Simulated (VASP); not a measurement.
All values below come from optB88-vdW, VASP's PBE PAW potentials (set 64) (plane waves; VASP).

VASP ran on this input.

### INCAR
```
SYSTEM=BP
PREC=Accurate; ENCUT=520; LREAL=F
LASPH=T
EDIFF=1E-7; NELM=100; ALGO=Normal
ISMEAR=0; SIGMA=0.05
GGA=BO; LUSE_VDW=T; AGGAC=0.0
PARAM1=0.1833333333; PARAM2=0.22
ISIF=2
LWAVE=F; LCHARG=F
```

**POSCAR**
```
BP
3.2822150
  0.0000000000   0.7071067139   0.7071067139
  0.7071067139   0.0000000000   0.7071067139
  0.7071067139   0.7071067139   0.0000000000
B P
1 1
Cart
  0.0000000000   0.0000000000   0.0000000000
  0.3535533569   0.3535533569   0.3535533569
```

### KPOINTS
```
K-points
0
Gamma
 10 10 10
```

POTCAR, in this order: B P (PBE.64 set). Program: vasp_std.

The resulting files:

OUTCAR:
```
 ion  position               nearest neighbor table
   1  0.000  0.000  0.000-   2 2.01   2 2.01   2 2.01   2 2.01
   2  0.250  0.250  0.250-   1 2.01   1 2.01   1 2.01   1 2.01
  LATTYP: Found a face centered cubic cell.
 ALAT       =     4.6417525256
 Subroutine PRICEL returns:
 Original cell was already a primitive cell.
 Subroutine GETGRP returns: Found 24 space group operations
The static configuration has the point symmetry T_d .
The dynamic configuration has the point symmetry T_d .
 Subroutine INISYM returns: Found 24 space group operations
 Subroutine IBZKPT returns following result:
 Found     47 irreducible k-points:

 Following reciprocal coordinates:
            Coordinates               Weight
  0.000000  0.000000  0.000000      1.000000
  0.100000  0.000000  0.000000      8.000000
  0.200000  0.000000  0.000000      8.000000
  0.300000  0.000000  0.000000      8.000000
  0.400000  0.000000  0.000000      8.000000
  0.500000  0.000000  0.000000      4.000000
  0.100000  0.100000  0.000000      6.000000
  0.200000  0.100000  0.000000     24.000000
  0.300000  0.100000  0.000000     24.000000
...
```

OSZICAR:
```
       N       E                     dE             d eps       ncg     rms          rms(c)
DAV:   1     0.117371381420E+02    0.11737E+02   -0.40501E+03   768   0.890E+02
DAV:   2    -0.110935348715E+02   -0.22831E+02   -0.21774E+02  1256   0.108E+02
DAV:   3    -0.113449173858E+02   -0.25138E+00   -0.25138E+00   808   0.149E+01
DAV:   4    -0.113456982189E+02   -0.78083E-03   -0.78083E-03  1232   0.845E-01
DAV:   5    -0.113456992626E+02   -0.10438E-05   -0.10436E-05   864   0.161E-02    0.575E+00
DAV:   6    -0.108698228329E+02    0.47588E+00   -0.14335E+00   832   0.638E+00    0.312E+00
DAV:   7    -0.107995597377E+02    0.70263E-01   -0.20244E-01  1144   0.276E+00    0.121E+00
DAV:   8    -0.107936994256E+02    0.58603E-02   -0.36719E-02   968   0.128E+00    0.246E-01
DAV:   9    -0.107938636925E+02   -0.16427E-03   -0.33944E-04   992   0.185E-01    0.188E-01
DAV:  10    -0.107940089448E+02   -0.14525E-03   -0.38193E-04   816   0.165E-01    0.346E-02
DAV:  11    -0.107940185101E+02   -0.95654E-05   -0.12070E-05  1048   0.344E-02    0.467E-02
DAV:  12    -0.107940185129E+02   -0.28081E-08   -0.70954E-06   848   0.157E-02    0.140E-02
DAV:  13    -0.107940185925E+02   -0.79562E-07   -0.19049E-07   632   0.401E-03
   1 F= -.10794019E+02 E0= -.10794019E+02  d E =-.116814E-11
```

### OUTCAR
```
------------------------ aborting loop because EDIFF is reached ----------------------------------------
  FORCE on cell =-STRESS in cart. coord.  units (eV):
  Direction    XX          YY          ZZ          XY          YZ          ZX
  --------------------------------------------------------------------------------------
  Total       -1.3055622     -1.3055622     -1.3055622     -0.0000000      0.0000000     -0.0000000
  in kB      -83.6608346    -83.6608346    -83.6608346     -0.0000000      0.0000000     -0.0000000
  external PRESSURE =     -83.6608346 kB  Pullay stress =       0.0000000 kB
  volume of cell :       25.00
      direct lattice vectors                 reciprocal lattice vectors
     0.000000000  2.320876263  2.320876263    -0.215435871  0.215435871  0.215435871
     2.320876263  0.000000000  2.320876263     0.215435871 -0.215435871  0.215435871
     2.320876263  2.320876263  0.000000000     0.215435871  0.215435871 -0.215435871
  FREE ENERGIE OF THE ION-ELECTRON SYSTEM (eV)
  ---------------------------------------------------
  free  energy   TOTEN  =       -10.7940185925 eV

  energy  without entropy=      -10.7940185925  energy(sigma->0) =      -10.79401859
```
(Selected blocks of OUTCAR.)

### OUTCAR
```
 val. band max:        6.5309205228   @ k =   0.0000   0.0000   0.0000

 cond. band min:       8.0057565560   @ k =   0.4000   0.4000   0.0000


 Fermi energy:         6.7436312230

 k-point     1 :       0.0000    0.0000    0.0000
  band No.  band energies     occupation
      1      -8.2430      2.00000
      2       6.5309      2.00000
      3       6.5309      2.00000
      4       6.5309      2.00000
      5       9.9482      0.00000
      6       9.9482      0.00000
      7       9.9482      0.00000
      8      12.9389      0.00000

 k-point     2 :       0.1000    0.0000    0.0000
  band No.  band energies     occupation
      1      -8.0737      2.00000
      2       5.3034      2.00000
      3       6.2626      2.00000
      4       6.2626      2.00000
      5      10.2959      0.00000
      6      10.3233      0.00000
      7      10.3233      0.00000
      8      13.5240      0.00000

 k-point     3 :       0.2000    0.0000    0.0000
  band No.  band energies     occupation
      1      -7.5734      2.00000
      2       3.0870      2.00000
      3       5.7427      2.00000
      4       5.7427      2.00000
      5      10.3664      0.00000
      6      11.0108      0.00000
      7      11.0108      0.00000
      8      14.8736      0.00000

 k-point     4 :       0.3000    0.0000    0.0000
  band No.  band energies     occupation
      1      -6.7750      2.00000
      2       0.8620      2.00000
      3       5.2801      2.00000
      4       5.2801      2.00000
      5      10.2064      0.00000
      6      11.3815      0.00000
      7      11.3815      0.00000
      8      16.0654      0.00000

 k-point     5 :       0.4000    0.0000    0.0000
  band No.  band energies     occupation
      1      -5.7993      2.00000
      2      -1.0187      2.00000
      3       4.9838      2.00000
      4       4.9838      2.00000
      5      10.0619      0.00000
      6      11.3772      0.00000
      7      11.3772      0.00000
...
```

The compound is BP in the zinc blende structure. This cell is one point of a volume scan, at 1.06 of the reference volume.
